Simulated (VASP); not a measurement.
Consider the following.

```
BaO
1.0
    0.00000     2.77000     2.77000
    2.77000     0.00000     2.77000
    2.77000     2.77000     0.00000
Ba O
1 1
Direct
  0.00000   0.00000   0.00000
  0.50000   0.50000   0.50000
```

These are eigenvalue-self-consistent GW0 on PBE orbitals, VASP's PBE PAW potentials (set 64) (plane waves; VASP) values and carry that method's errors. Run with PREC = Normal, 500 eV cut-off, 4×4×4 Γ-centred mesh, Gaussian smearing of 0.010 eV, potentials Ba_sv_GW O_GW_new.

The mesh is coarse and the basis finite, so the quasiparticle values are not converged.

NBANDS = 160, ENCUTGW = 200 eV, NOMEGA = 64, 4 updates of the levels in G. The PBE levels (eV) are:

```tsv
state	KS energy	filling
k1 (0.00, 0.00, 0.00), band 5	-5.72	2
k1 (0.00, 0.00, 0.00), band 6	4.18	2
k1 (0.00, 0.00, 0.00), band 7	4.18	2
k1 (0.00, 0.00, 0.00), band 8	4.18	2
k1 (0.00, 0.00, 0.00), band 9	8.22	0
k1 (0.00, 0.00, 0.00), band 10	9.36	0
k1 (0.00, 0.00, 0.00), band 11	9.36	0
k1 (0.00, 0.00, 0.00), band 12	9.36	0
k5 (0.50, 0.25, 0.00), band 5	-6.08	2
k5 (0.50, 0.25, 0.00), band 6	3.57	2
k5 (0.50, 0.25, 0.00), band 7	3.78	2
k5 (0.50, 0.25, 0.00), band 8	3.87	2
k5 (0.50, 0.25, 0.00), band 9	8.22	0
k5 (0.50, 0.25, 0.00), band 10	10.92	0
k5 (0.50, 0.25, 0.00), band 11	12.12	0
k5 (0.50, 0.25, 0.00), band 12	12.50	0
k6 (-0.25, 0.25, 0.00), band 5	-5.84	2
k6 (-0.25, 0.25, 0.00), band 6	3.00	2
k6 (-0.25, 0.25, 0.00), band 7	3.27	2
k6 (-0.25, 0.25, 0.00), band 8	4.21	2
k6 (-0.25, 0.25, 0.00), band 9	9.27	0
k6 (-0.25, 0.25, 0.00), band 10	10.35	0
k6 (-0.25, 0.25, 0.00), band 11	11.07	0
k6 (-0.25, 0.25, 0.00), band 12	11.85	0
```

Give the quasiparticle energies and renormalisation factors Z.

| state | QP energy (eV) | Z |
|---|---|---|
| k1 (0.00, 0.00, 0.00), band 5 | -7.74 | 0.78 |
| k1 (0.00, 0.00, 0.00), band 6 | 3.20 | 0.72 |
| k1 (0.00, 0.00, 0.00), band 7 | 3.20 | 0.72 |
| k1 (0.00, 0.00, 0.00), band 8 | 3.20 | 0.72 |
| k1 (0.00, 0.00, 0.00), band 9 | 8.75 | 0.82 |
| k1 (0.00, 0.00, 0.00), band 10 | 10.19 | 0.81 |
| k1 (0.00, 0.00, 0.00), band 11 | 10.19 | 0.81 |
| k1 (0.00, 0.00, 0.00), band 12 | 10.19 | 0.81 |
| k5 (0.50, 0.25, 0.00), band 5 | -8.14 | 0.78 |
| k5 (0.50, 0.25, 0.00), band 6 | 2.49 | 0.72 |
| k5 (0.50, 0.25, 0.00), band 7 | 2.74 | 0.72 |
| k5 (0.50, 0.25, 0.00), band 8 | 2.81 | 0.72 |
| k5 (0.50, 0.25, 0.00), band 9 | 8.93 | 0.81 |
| k5 (0.50, 0.25, 0.00), band 10 | 11.92 | 0.78 |
| k5 (0.50, 0.25, 0.00), band 11 | 13.27 | 0.79 |
| k5 (0.50, 0.25, 0.00), band 12 | 13.95 | 0.78 |
| k6 (-0.25, 0.25, 0.00), band 5 | -7.90 | 0.78 |
| k6 (-0.25, 0.25, 0.00), band 6 | 1.85 | 0.71 |
| k6 (-0.25, 0.25, 0.00), band 7 | 2.18 | 0.71 |
| k6 (-0.25, 0.25, 0.00), band 8 | 3.19 | 0.72 |
| k6 (-0.25, 0.25, 0.00), band 9 | 10.10 | 0.80 |
| k6 (-0.25, 0.25, 0.00), band 10 | 11.24 | 0.78 |
| k6 (-0.25, 0.25, 0.00), band 11 | 12.26 | 0.79 |
| k6 (-0.25, 0.25, 0.00), band 12 | 12.95 | 0.79 |
On the mesh the gap opens from 2.04 to 3.52 eV.

The compound is BaO in the rock salt structure. The cell was not relaxed at this level. The k-mesh is coarse (spacing up to 0.49 per Å, 2π included), so the numbers may not be converged in it.
